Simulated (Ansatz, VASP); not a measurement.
**Zn11Si16O43 (glassy 59SiO2-41ZnO (mol %)): VASP beside Ansatz**

Wanted: the spread between two codes on one cell, functional and k mesh. The cell is taken from a series of runs on this material, whose earlier steps may have relaxed, scaled, displaced or heated it; both programs get it as it stands.

Method: plane waves, with VASP 6.6.1 beside it; single point at PBE, in Ansatz 0.2.0.

## (1) Starting point

The cell holds 140 atoms: 32 Si, 22 Zn and 86 O. Its edges and angles: a = 12.245 Å, b = 12.245 Å, c = 12.245 Å, α = 90.0°, β = 90.0°, γ = 90.0°. As first built, before any earlier steps moved the atoms (in the runner's words): 140 atoms (32 Si, 22 Zn, 86 O) placed at random at 3.08 g/cm^3, melted at 4000 K for 10 ps at fixed volume with the Morse and Coulomb pair potential with partial charges (Pedone, Malavasi, Menziani, Cormack and Segre, J. Phys. Chem. B 110, 11780 (2006)). Quenched from 4000 K to 300 K at 50 K/ps and fixed volume, held 10 ps at zero pressure, then minimised at fixed cell.

## (2) Ansatz: single point, PBE

Ansatz runs on its default PAW (the set named soft_2) files.

A single point gives forces, pressure and levels at one fixed geometry, so differences don't come from the geometry; what else differs is listed under the comparison.

input.yaml

```yaml
crystal:
  lattice:
    - [12.24528, 0.0, 0.0]
    - [0.0, 12.24528, 0.0]
    - [0.0, 0.0, 12.24528]
  atoms:
    - { symbol: Si, position: [0.0999, 0.02325, 0.6879] }
    - { symbol: Si, position: [0.77795, 0.70374, 0.04334] }
    - { symbol: Si, position: [0.68118, 0.28292, 0.70627] }
    - { symbol: Si, position: [0.22772, 0.08714, 0.89836] }
    - { symbol: Si, position: [0.39918, 0.57818, 0.95534] }
    - { symbol: Si, position: [0.84353, 0.12564, 0.93377] }
    - { symbol: Si, position: [0.43111, 0.44977, 0.48727] }
    - { symbol: Si, position: [0.0904, 0.71712, 0.51365] }
    - { symbol: Si, position: [0.19997, 0.30897, 0.01607] }
    - { symbol: Si, position: [0.44592, 0.98886, 0.84637] }
    - { symbol: Si, position: [0.63805, 0.10231, 0.2624] }
    - { symbol: Si, position: [0.89722, 0.62881, 0.81913] }
    - { symbol: Si, position: [0.68032, 0.69752, 0.6941] }
    - { symbol: Si, position: [0.00181, 0.77136, 0.12722] }
    - { symbol: Si, position: [0.43749, 0.20596, 0.69806] }
    - { symbol: Si, position: [0.21364, 0.94017, 0.47102] }
    - { symbol: Si, position: [0.37054, 0.82882, 0.18734] }
    - { symbol: Si, position: [0.1052, 0.77017, 0.7585] }
    - { symbol: Si, position: [0.67617, 0.9894, 0.48089] }
    - { symbol: Si, position: [0.64576, 0.2734, 0.96618] }
    - { symbol: Si, position: [0.07425, 0.27155, 0.43573] }
    - { symbol: Si, position: [0.03151, 0.46247, 0.70138] }
    - { symbol: Si, position: [0.66138, 0.74333, 0.42903] }
    - { symbol: Si, position: [0.3494, 0.76306, 0.79492] }
    - { symbol: Si, position: [0.38229, 0.06799, 0.27841] }
    - { symbol: Si, position: [0.69382, 0.42508, 0.5085] }
    - { symbol: Si, position: [0.45615, 0.62443, 0.31737] }
    - { symbol: Si, position: [0.03321, 0.99938, 0.04356] }
    - { symbol: Si, position: [0.05382, 0.95198, 0.28806] }
    - { symbol: Si, position: [0.31778, 0.22114, 0.47636] }
[... 104 atom lines left out ...]
    - { symbol: O, position: [0.72146, 0.32489, 0.42565] }
    - { symbol: O, position: [0.0368, 0.82828, 0.2415] }
    - { symbol: O, position: [0.64064, 0.87359, 0.42496] }
    - { symbol: O, position: [0.36914, 0.93999, 0.25754] }
    - { symbol: O, position: [0.02103, 0.86947, 0.03836] }
    - { symbol: O, position: [0.3797, 0.47539, 0.60224] }
kpoints:
  mp_grid: { grid: [1, 1, 1] }
hamiltonian:
  xc: pbe
scf:
  occupations: { method: gaussian, width: 0.025 }
output:
  forces: true
```

Run with:

```console
$ ansatz run input.yaml --threads 8 --pin off --max-ram 15872MiB --backend cpu --events-out ev --progress --plain --runs-dir out
```

Numbers of over 12 decimals in the logs are rounded to 6 here.

The log of the run:

```text
Engine: ansatz 0.2.0, aarch64-unknown-linux-gnu
Pseudopotentials: kind: paw
Pseudopotential: Si, paw, valence charge 4, recommended cutoff 420 eV (normal), Si.paw.azcp
Pseudopotential: Zn, paw, valence charge 12, recommended cutoff 420 eV (normal), Zn.paw.azcp
Pseudopotential: O, paw, valence charge 6, recommended cutoff 420 eV (normal), O.paw.azcp
Functional definition: PBE
  parameter kappa = 0.804
  parameter beta = 0.066725
  exchange = pbe_x(kappa = kappa, mu = beta*pi^2/3)
  correlation = pbe_c(beta = beta)
Crystal: 140 atoms, lattice volume = 1836.142 Å³
Basis set: ecut = 420 eV, 35825 PW (Γ), exchange–correlation on 180×180×180 points (8 copies of the dense FFT grid, shifted against one another)
Bands: 594, of which v1, the nominal top of the filled ones, is band 454 counted from 1 (453 counted from 0)
Symmetry: 1 space group operations
Space group: P1 (ITA 1), of the structure as read, at distance tolerance 1.2e-4 Å
k-points: 1
Non-local potential: Si, projectors of the file, l = 0: 2, l = 1: 2, l = 2: 2
Non-local potential: Zn, projectors of the file, l = 0: 2, l = 1: 2, l = 2: 3, l = 3: 1
Non-local potential: O, projectors of the file, l = 0: 2, l = 1: 2, l = 2: 1
PAW form: soft (Blöchl's): semilocal exchange-correlation on the pseudo side does not see the compensation charge
PAW one-centre angular grid: Si, 110 points (default); XC on 64 Gauss nodes
PAW one-centre angular grid: Zn, 590 points (default); XC on 64 Gauss nodes
PAW one-centre angular grid: O, 110 points (default); XC on 64 Gauss nodes
Initial density: superposition of atomic densities (neutral atoms: chi_scale 0, normalization atom), corrected by the library's trained network
Initial wavefunctions: pseudopotential atomic-orbital guess
Functional: x = pbe(κ = 0.804, μ = 0.219515), c = pbe(β = 0.066725)
SCF iter   1: F=—  HF=-142261.919006 eV  |F-HF|=—  |Δ(HF+E_count)|=         —  Δρ=2.25e-3  dr2=1.76e-1  ethr=1.77e-3  ⟨swp⟩=6.0  Hψ=2593  notcnv=0  defer=43
preconditioner: auto → Resta (q_TF=auto, 2.426 Å⁻¹)  ε∞=4.0  [insulator: Δε(μ)=2.567 eV  Ē_g=14.980 eV  σ=0.025 eV  W_gap=1.00  n_scr=460 (ndim 8)  ℏωp=26.1 eV  f_vac=0.157  D(μ)=0.00/eV (n_scr^D=0)  ε∞_Penn≈4.0]
SCF iter   2: F=—  HF=-142261.905084 eV  |F-HF|=—  |Δ(HF+E_count)|=   1.39e-2  Δρ=1.24e-3  dr2=5.35e-2  ethr=1.94e-5  ⟨swp⟩=2.0  Hψ=1014  notcnv=0  defer=133
SCF iter   3: F=—  HF=-142261.900365 eV  |F-HF|=—  |Δ(HF+E_count)|=   4.72e-3  Δρ=6.92e-4  dr2=1.56e-2  ethr=5.89e-6  ⟨swp⟩=2.0  Hψ=849  notcnv=0  defer=65
automatic band count: iteration 3 solves 526 bands in place of 594: the levels show a gap, and the empty bands left out lie too high to hold charge; the band table lists the bands solved (type scf.n_extra_bands for more)
SCF iter   4: F=—  HF=-142261.896897 eV  |F-HF|=—  |Δ(HF+E_count)|=   3.47e-3  Δρ=2.73e-4  dr2=1.79e-3  ethr=1.72e-6  ⟨swp⟩=2.0  Hψ=850  notcnv=0  defer=65
SCF iter   5: F=—  HF=-142261.896711 eV  |F-HF|=—  |Δ(HF+E_count)|=   1.86e-4  Δρ=1.71e-4  dr2=5.41e-4  ethr=1.97e-7  ⟨swp⟩=2.0  Hψ=844  notcnv=0  defer=65
SCF iter   6: F=—  HF=-142261.896634 eV  |F-HF|=—  |Δ(HF+E_count)|=   7.74e-5  Δρ=5.22e-5  dr2=5.90e-5  ethr=5.96e-8  ⟨swp⟩=2.0  Hψ=844  notcnv=0  defer=65
SCF iter   7: F=—  HF=-142261.901111 eV  |F-HF|=—  |Δ(HF+E_count)|=   4.48e-3  Δρ=2.62e-5  dr2=1.19e-5  ethr=6.50e-9  ⟨swp⟩=2.0  Hψ=965  notcnv=0  defer=65
SCF iter   8: F=—  HF=-142261.901113 eV  |F-HF|=—  |Δ(HF+E_count)|=   2.19e-6  Δρ=1.17e-5  dr2=2.57e-6  ethr=1.31e-9  ⟨swp⟩=2.0  Hψ=852  notcnv=0  defer=65
SCF iter   9: F=—  HF=-142261.901114 eV  |F-HF|=—  |Δ(HF+E_count)|=   1.44e-6  Δρ=5.84e-6  dr2=5.81e-7  ethr=2.83e-10  ⟨swp⟩=2.0  Hψ=842  notcnv=0  defer=65
SCF iter  10: F=-142261.901114 eV  HF=-142261.901114 eV  |F-HF|=4.20e-8  |Δ(HF+E_count)|=   7.04e-8  Δρ=1.83e-6  dr2=6.90e-8  ethr=1.10e-11  ⟨swp⟩=2.0  Hψ=1836  notcnv=0
SCF 1 converged in 10 iterations: F = -142261.901114 eV  dr2 = 6.90e-8
  greatest PAW one-centre occupation: 0.992 electrons in one spin orbital (limit 2), on the Zn atom at site 43 (counted from 0), in its partial waves of l = 2
SCF converged after 10 iterations
Free energy (F): -142261.901114 eV
Harris-Foulkes:  -142261.901114 eV  (|F-HF|=4.20e-8)
Internal energy: -142261.901114 eV  (E = F + TS)
E sigma→0 (E₀):  -142261.901114 eV
Fermi energy:    5.539452 eV
--- Per-component energies (eV) ---
  E_band       = -2463.418018
  E_kinetic    = 19651.329536
  E_local      = -91544.960074  (includes V_loc(G=0)·N_el)
  E_nonlocal   = 18579.580663
  E_hartree    = 36906.069872
  E_xc         = -11155.240731
  E_vxc        = -10773.785893  (∫ρ·V_xc dr)
  E_paw        = -70425.020877  (= ΣΔE_a)
  E_vpaw       = -12187.942954  (= ΣTr[D̂ρ^β])
  E_aug_tail   = 0.211783  (compensation charges beyond the density's cutoff)
  E_ewald      = -44273.871287
  E_smearing   = -0.000000  (= −TS)
  E_closure    = 0.000000  (closes the sum)
  Σ components = -142261.901114   (vs F -142261.901114, Δ=0.00e0)
--- Forces (eV/Å), atoms counted from 1 ---
  atom   1  Si     1.47981586    -1.97940259     0.04256491
  atom   2  Si     1.46684617    -0.44813709    -1.38467527
  atom   3  Si    -0.87098376    -0.21840953     0.49442410
  atom   4  Si    -0.69896062    -0.72561303    -0.78016111
  atom   5  Si    -0.71632272     1.73537269    -0.80366976
  atom   6  Si     0.21233087     1.25213404    -0.13570895
  atom   7  Si     1.49843692    -0.27875273    -0.94767576
  atom   8  Si     0.03906403     0.78934626     0.54429883
  atom   9  Si    -0.11787369    -0.25956310     0.61589662
  atom  10  Si    -1.52132063    -0.46042609    -0.75564277
  atom  11  Si    -0.41165794     0.09616342     0.85527900
  atom  12  Si    -0.12322716     0.29032876    -0.61432728
  atom  13  Si     0.11613463     0.12265409    -0.15045175
  atom  14  Si    -0.15299549     2.26923602    -0.05219959
  atom  15  Si     0.33001825     0.53212915     0.16767719
  atom  16  Si    -2.11768636    -0.48170146     1.39367926
  atom  17  Si     0.60323854    -0.49914586    -0.57935229
  atom  18  Si     0.37339589     0.32056835    -1.40824037
  atom  19  Si     0.16264065    -1.42620666    -0.99547246
  atom  20  Si     0.65343546    -0.74305584    -1.39811141
  atom  21  Si     1.32452820     0.63468499    -1.19553218
  atom  22  Si    -1.65047525     1.77424316    -0.47487118
  atom  23  Si    -0.38260856     0.68499006     1.54774396
  atom  24  Si    -0.93343756    -0.10627884     0.73218482
[...]
atom 133  O      1.03753709     0.12858917    -0.91961042
  atom 134  O     -1.58789235    -0.83715917     1.16824821
  atom 135  O      0.06985290    -0.87559286     0.55190523
  atom 136  O      0.08248190    -0.85127007     0.86448285
  atom 137  O     -0.62441250    -0.00392886    -0.85889862
  atom 138  O     -0.34352661    -0.18771506     1.06654572
  atom 139  O      0.20332797    -0.74129259    -0.87775663
  atom 140  O     -1.17561799     0.58567820     2.07121948
  max |Σ_I F_I| component: 2.64e-5 eV/Å
```

## (3) VASP: single point, PBE

The same cell, functional, mesh and smearing now go to VASP, with its own data sets.

Lines of VASP's logs that name or quote its potential files are left out, and so is its time.

INCAR

```
SYSTEM = Zn11Si16O43
PREC = Accurate
ENCUT = 520
EDIFF = 1E-06
NELM = 120
ISMEAR = 0
SIGMA = 0.025
LREAL = Auto
ALGO = Normal
GGA = PE
NBANDS = 552
LORBIT = 11
LWAVE = .FALSE.
LCHARG = .FALSE.
ISIF = 2
LASPH = .TRUE.
GGA_COMPAT = .FALSE.
EFERMI = MIDGAP
```

POSCAR

```
Zn11Si16O43
1.0
   12.2452800000      0.0000000000      0.0000000000
    0.0000000000     12.2452800000      0.0000000000
    0.0000000000      0.0000000000     12.2452800000
Si Zn O
32 22 86
Direct
    0.0999000000      0.0232500000      0.6879000000
    0.7779500000      0.7037400000      0.0433400000
    0.6811800000      0.2829200000      0.7062700000
    0.2277200000      0.0871400000      0.8983600000
    0.3991800000      0.5781800000      0.9553400000
    0.8435300000      0.1256400000      0.9337700000
    0.4311100000      0.4497700000      0.4872700000
    0.0904000000      0.7171200000      0.5136500000
    0.1999700000      0.3089700000      0.0160700000
    0.4459200000      0.9888600000      0.8463700000
    0.6380500000      0.1023100000      0.2624000000
    0.8972200000      0.6288100000      0.8191300000
    0.6803200000      0.6975200000      0.6941000000
    0.0018100000      0.7713600000      0.1272200000
    0.4374900000      0.2059600000      0.6980600000
    0.2136400000      0.9401700000      0.4710200000
    0.3705400000      0.8288200000      0.1873400000
    0.1052000000      0.7701700000      0.7585000000
    0.6761700000      0.9894000000      0.4808900000
    0.6457600000      0.2734000000      0.9661800000
    0.0742500000      0.2715500000      0.4357300000
    0.0315100000      0.4624700000      0.7013800000
    0.6613800000      0.7433300000      0.4290300000
    0.3494000000      0.7630600000      0.7949200000
    0.3822900000      0.0679900000      0.2784100000
    0.6938200000      0.4250800000      0.5085000000
    0.4561500000      0.6244300000      0.3173700000
    0.0332100000      0.9993800000      0.0435600000
    0.0538200000      0.9519800000      0.2880600000
    0.3177800000      0.2211400000      0.4763600000
[... 104 atom lines left out ...]
    0.7214600000      0.3248900000      0.4256500000
    0.0368000000      0.8282800000      0.2415000000
    0.6406400000      0.8735900000      0.4249600000
    0.3691400000      0.9399900000      0.2575400000
    0.0210300000      0.8694700000      0.0383600000
    0.3797000000      0.4753900000      0.6022400000
```

KPOINTS

```
Automatic mesh
0
Gamma
1 1 1
0 0 0
```

PAW data sets: Si, Zn and O (PBE family, release 64).

Run with:

```console
$ export OMP_NUM_THREADS=4
$ mpirun -np 1 vasp_gam
```

The log of the run:

```text
[banner, memory and clock lines left out]
running    1 mpi-ranks, on    1 nodes
[...]
Offloading initialized ...    1 GPUs detected
[...]
LDA part: xc-table for (Slater+PW92), standard interpolation
 POSCAR, INCAR and KPOINTS ok, starting setup
[...]
entering main loop
       N       E                     dE             d eps       ncg     rms          rms(c)
DAV:   1     0.160834854897E+05    0.16083E+05   -0.43902E+05  1104   0.203E+03
DAV:   2     0.205483094401E+04   -0.14029E+05   -0.13495E+05  1200   0.583E+02
DAV:   3    -0.836903000666E+03   -0.28917E+04   -0.27862E+04  1176   0.263E+02
DAV:   4    -0.108615030070E+04   -0.24925E+03   -0.24661E+03  1280   0.859E+01
[...]
DAV:  20    -0.935969735555E+03   -0.65143E-05   -0.19584E-04  1448   0.455E-02    0.148E-02
DAV:  21    -0.935969736537E+03   -0.98174E-06   -0.26562E-05  1264   0.156E-02    0.120E-02
DAV:  22    -0.935969736108E+03    0.42858E-06   -0.31893E-06   984   0.140E-02
   1 F= -.93596974E+03 E0= -.93596974E+03  d E =0.000000E+00
```

From OUTCAR (step 3):

```text
  Total       76.4709706     74.8134591     70.8284062     -8.0808353     -8.6441750    -10.0240687
  in kB       66.7269116     65.2806030     61.8033322     -7.0511617     -7.5427197     -8.7467851
  external PRESSURE =      64.6036156 kB  Pullay stress =       0.0000000 kB

  FREE ENERGIE OF THE ION-ELECTRON SYSTEM (eV)
  ---------------------------------------------------
  free  energy   TOTEN  =      -935.9697361084 eV

  energy  without entropy=     -935.9697361084  energy(sigma->0) =     -935.96973611

[... 3 further parts left out ...]
[key lines of the parts left out:]
E-fermi :   2.8724
```

The run ends at a pressure of 6.46 GPa, with forces up to 3.2 eV/Å.

## (4) Differences

Known differences besides the potentials themselves: the cutoff is 420 eV in Ansatz and 520 eV in VASP (PREC = Accurate, projectors in real space). Total energies have different zeros and are not compared.

Both answers:

```
              quantity  Ansatz   VASP  difference
gap on the k mesh (eV)   2.432  2.416      +0.016
```

Forces on 9 of the 140 atoms, those with the largest forces and the largest differences (eV/Å; atoms numbered as in POSCAR):

```csv
atom,"Ansatz x, y, z","VASP x, y, z"
Si23,"-0.383, 0.685, 1.548","-0.447, 0.664, 1.557"
Zn49,"0.673, 0.568, 0.579","0.650, 0.568, 0.509"
O83,"-0.940, 1.663, -1.770","-0.962, 1.722, -1.818"
O94,"-0.414, -1.925, -2.150","-0.431, -1.950, -2.161"
O99,"-2.256, 1.150, 1.949","-2.240, 1.186, 1.975"
O105,"-1.697, 1.576, 1.434","-1.725, 1.588, 1.463"
O110,"2.627, -0.002, 0.242","2.656, -0.030, 0.229"
O122,"-0.256, -2.936, 0.516","-0.238, -2.950, 0.540"
O124,"0.820, -1.585, -2.070","0.869, -1.586, -2.072"
```

The forces differ by 20 meV/Å r.m.s., which is 2.3 % of the r.m.s. force of 0.893 eV/Å (both taken over all components). A gap on the mesh is an upper bound, since the band edges may lie between its points.

## (5) Summary of results

| Quantity | Value |
| --- | --- |
| r.m.s. force difference (single point, PBE) | 2.3 % of the r.m.s. force |

**Reading.** The r.m.s. force difference is 2.3 % of the r.m.s. force (single point, PBE), within the 3 % picked in this series as the mark of a large difference. How closely two codes agree says nothing of how well the functional describes the real material.

[Lines on the potential files, build, host, timing and source positions are cut from VASP's logs without a mark.]

[Logs are printed without paths, hosts, clocks, repeated set-up lines and the standing remarks that a program may print on its own settings, such as how far it seeks lower states.]

[Hosts, paths, dates, database ids (printed as entryN), source tags and the programs' standing remarks are cut or masked in the printed files.]
